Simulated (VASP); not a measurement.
Level of theory: vdW-DF2, VASP's PBE PAW potentials (set 64) (plane waves; VASP).

A VASP calculation is set up with these files.

INCAR:
```
SYSTEM = KTaO3
PREC = Accurate
ENCUT = 520
EDIFF = 1E-6
NELM = 100
ALGO = Normal
LREAL = .FALSE.
LASPH = .TRUE.
ISMEAR = 0
SIGMA = 0.05
GGA = ML
ZAB_VDW = -1.8867
LUSE_VDW = .TRUE.
AGGAC = 0.0
LMAXMIX = 6
LWAVE = .FALSE.
LCHARG = .FALSE.
IBRION = 2
ISIF = 3
NSW = 60
EDIFFG = -0.02
```

POSCAR:
```
KTaO3
1.0
  4.0790266639   0.0000000000   0.0000000000
  0.0000000000   4.0790266639   0.0000000000
  0.0000000000   0.0000000000   4.0790266639
K Ta O
1 1 3
Cartesian
  0.0000000000   0.0000000000   0.0000000000
  2.0395133319   2.0395133319   2.0395133319
  2.0395133319   0.0000000000   2.0395133319
  0.0000000000   2.0395133319   2.0395133319
  2.0395133319   2.0395133319   0.0000000000
```

KPOINTS:
```
kpoints
0
G
  5 5 5
```

POTCAR, in this order: K_sv Ta_pv O (PBE.64 set). Program: vasp_std.

What VASP printed:

### OSZICAR
```
       N       E                     dE             d eps       ncg     rms          rms(c)
DAV:   1     0.345125980842E+03    0.34513E+03   -0.21662E+04   460   0.167E+03
DAV:   2    -0.250033237307E+02   -0.37013E+03   -0.36484E+03   567   0.445E+02
DAV:   3    -0.423761528400E+02   -0.17373E+02   -0.17339E+02   586   0.980E+01
DAV:   4    -0.427941739268E+02   -0.41802E+00   -0.41785E+00   796   0.129E+01
DAV:   5    -0.427971377456E+02   -0.29638E-02   -0.29637E-02   586   0.983E-01    0.326E+01
DAV:   6    -0.315904582513E+02    0.11207E+02   -0.62480E+01   570   0.521E+01    0.127E+01
DAV:   7    -0.313716985696E+02    0.21876E+00   -0.36883E+00   580   0.123E+01    0.841E+00
DAV:   8    -0.312997448310E+02    0.71954E-01   -0.62972E-01   581   0.680E+00    0.192E+00
DAV:   9    -0.312845541878E+02    0.15191E-01   -0.51499E-02   608   0.173E+00    0.328E-01
DAV:  10    -0.312834216846E+02    0.11325E-02   -0.13116E-02   633   0.737E-01    0.787E-02
DAV:  11    -0.312834590592E+02   -0.37375E-04   -0.11198E-03   613   0.230E-01    0.442E-02
DAV:  12    -0.312834437391E+02    0.15320E-04   -0.12219E-04   625   0.894E-02    0.179E-02
DAV:  13    -0.312834466841E+02   -0.29450E-05   -0.97694E-06   611   0.275E-02    0.639E-03
DAV:  14    -0.312834464291E+02    0.25503E-06   -0.15222E-06   445   0.850E-03
   1 F= -.31283446E+02 E0= -.31283446E+02  d E =-.312834E+02
```

### OUTCAR
```
------------------------ aborting loop because EDIFF is reached ----------------------------------------
  FORCE on cell =-STRESS in cart. coord.  units (eV):
  Direction    XX          YY          ZZ          XY          YZ          ZX
  --------------------------------------------------------------------------------------
  Total       -0.0396044     -0.0396044     -0.0396044     -0.0000000     -0.0000000      0.0000000
  in kB       -0.9349425     -0.9349425     -0.9349425     -0.0000000     -0.0000000      0.0000000
  external PRESSURE =      -0.9349425 kB  Pullay stress =       0.0000000 kB
  volume of cell :       67.87
      direct lattice vectors                 reciprocal lattice vectors
     4.079026664  0.000000000  0.000000000     0.245156524  0.000000000  0.000000000
     0.000000000  4.079026664  0.000000000     0.000000000  0.245156524  0.000000000
     0.000000000  0.000000000  4.079026664     0.000000000  0.000000000  0.245156524
 POSITION                                       TOTAL-FORCE (eV/Angst)
 -----------------------------------------------------------------------------------
      0.00000      0.00000      0.00000         0.000000      0.000000      0.000000
      2.03951      2.03951      2.03951         0.000000      0.000000      0.000000
      2.03951      0.00000      2.03951         0.000000      0.000000      0.000000
      0.00000      2.03951      2.03951         0.000000      0.000000      0.000000
      2.03951      2.03951      0.00000         0.000000      0.000000      0.000000
 -----------------------------------------------------------------------------------
    total drift:                                0.000000      0.000000     -0.000000
  FREE ENERGIE OF THE ION-ELECTRON SYSTEM (eV)
  ---------------------------------------------------
  free  energy   TOTEN  =       -31.2834464291 eV

  energy  without entropy=      -31.2834464291  energy(sigma->0) =      -31.28344643

 reached required accuracy - stopping structural energy minimisation
```
(Selected blocks of OUTCAR.)

The compound is KTaO3 in the cubic perovskite structure. It was relaxed first, which changed the volume by +7 %. The start is the result of an earlier pass.
